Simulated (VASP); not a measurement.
A VASP calculation is set up with these files.

### INCAR
```
! general
SYSTEM   =  Mg3Sb2
PREC     =  Accurate
ENCUT    =  500   ! plane-wave cut-off (eV)
LREAL    =  .FALSE.   ! projection in real space or not
LASPH    =  .TRUE.   ! aspherical one-centre terms

! electronic loop
EDIFF    =  1E-6   ! SCF stop (eV)
NELM     =  100   ! most electronic steps
ALGO     =  Normal
LMAXMIX  =  4

! smearing
ISMEAR   =  1
SIGMA    =  0.1   ! width (eV)

! functional
GGA      =  PE

! ions
IBRION   =  2
NSW      =  40   ! most ionic steps
ISIF     =  3   ! ions, shape and volume
EDIFFG   =  -0.02
PSTRESS  =  200   ! kbar

! output
LWAVE    =  .FALSE.
LCHARG   =  .FALSE.
```

### KPOINTS
```
Automatic mesh
0
Gamma
8 8 5
0 0 0
```

File POSCAR:
```
Mg3Sb2
1
    2.1093986115    -3.6535862881    -0.0000000000
    2.1093986115     3.6535862881     0.0000000000
   -0.0000000000     0.0000000000     6.5841481767
Mg Sb
3 2
Direct
  0.0000000000   0.0000000000   0.0000000000
  0.3333330000   0.6666670000   0.6294617544
  0.6666670000   0.3333330000   0.3705382456
  0.3333330000   0.6666670000   0.2134356540
  0.6666670000   0.3333330000   0.7865643460
```

POTCAR, in this order: Mg Sb (PBE.64 set). Program: vasp_std.

Question: Translate this PBE calculation to Quantum ESPRESSO's pw.x.

Answer: One equivalent input (not run):
```
&CONTROL
  calculation = 'vc-relax'
  pseudo_dir = './pseudo'
  outdir = './out'
  tprnfor = .true.
  tstress = .true.
  nstep = 40
  forc_conv_thr = 0.00078
/
&SYSTEM
  ibrav = 0
  nat = 5
  ntyp = 2
  ecutwfc = 84
  occupations = 'smearing'
  smearing = 'methfessel-paxton'
  degauss = 0.00735
  input_dft = 'pbe'
/
&ELECTRONS
  conv_thr = 7.3e-08
  electron_maxstep = 100
/
&IONS
/
&CELL
  press = 200
/
ATOMIC_SPECIES
  Mg 24.305 Mg.upf
  Sb 121.760 Sb.upf
CELL_PARAMETERS angstrom
     2.1093986   -3.6535863   -0.0000000
     2.1093986    3.6535863    0.0000000
    -0.0000000    0.0000000    6.5841482
ATOMIC_POSITIONS crystal
  Mg   0.0000000  0.0000000  0.0000000
  Mg   0.3333330  0.6666670  0.6294618
  Mg   0.6666670  0.3333330  0.3705382
  Sb   0.3333330  0.6666670  0.2134357
  Sb   0.6666670  0.3333330  0.7865643
K_POINTS automatic
  8 8 5 0 0 0
```
The two are equivalent in intent, not identical: the potentials are each code's own (VASP's PAW set, PseudoDojo norm-conserving files in pw.x), so ENCUT and ecutwfc are chosen apart and not converted; conv_thr bounds pw.x's estimated SCF error, while EDIFF bounds the energy change between steps; forc_conv_thr acts on force components and is met together with etot_conv_thr.

The compound is Mg3Sb2 in the a-la2o3 structure. This run relaxes it under an external pressure of 20 GPa. Symmetry was kept, so distortions that lower it aren't found.
